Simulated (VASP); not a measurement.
Here is a VASP 6.6.1 calculation.

The input INCAR:

```
ALGO = Normal ; EDIFF = 1E-6
ENCUT = 520 ; GGA = PE
ISIF = 2 ; ISMEAR = 0
LASPH = True ; LCHARG = False
LREAL = False ; LWAVE = False
NBANDS = 28 ; NELM = 100
PREC = Accurate ; SIGMA = 0.05
```

File KPOINTS:

```
k-points
0
Gamma
  4 4 4
```

Contents of POSCAR:

```
Ca3SiSe
1.0
    5.4459759552      0.0000000000      0.0000000000
    0.0000000000      5.4459759552      0.0000000000
    0.0000000000      0.0000000000      5.4459759552
Si Se Ca
1 1 3
Direct
    0.0000000000      0.0000000000      0.0000000000
    0.5000000000      0.5000000000      0.5000000000
    0.5000000000      0.5000000000      0.0000000000
    0.5000000000      0.0000000000      0.5000000000
    0.0000000000      0.5000000000      0.5000000000
```

Potentials or basis: VASP PAW PBE potentials, release 64 (Si, Se, Ca_sv).

Command:

```console
$ cat potpaw_PBE.64/Si/POTCAR potpaw_PBE.64/Se/POTCAR potpaw_PBE.64/Ca_sv/POTCAR > POTCAR
$ mpirun -np 1 vasp_std > vasp.out
```

Predict the band gap on the k mesh.

none (metal or under the smearing width).

What does it give for the pressure?

-0.7 GPa.
